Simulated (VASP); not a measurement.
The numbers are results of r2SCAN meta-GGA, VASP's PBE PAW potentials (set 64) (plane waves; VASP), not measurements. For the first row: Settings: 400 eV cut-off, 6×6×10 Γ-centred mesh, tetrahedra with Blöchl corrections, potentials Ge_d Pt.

| system | energy (eV/atom) |
|---|---|
| GePt2 (space group P-62m) | -39.3211 |
| Ge (diamond) | -13.8670 |
| Pt (fcc) | -51.4995 |

The references are the elements' solids at the same level; no temperature or zero-point terms are added.   Spin-orbit coupling is left out, which shifts such energies by up to tenths of an eV for the heavy elements here.

Q: What is the formation energy per atom of GePt₂?

A: The references average (3×(-13.8670) + 6×(-51.4995))/9 = -38.9553 eV, so the formation energy is -39.3211 − (-38.9553) = -0.366 eV/atom.
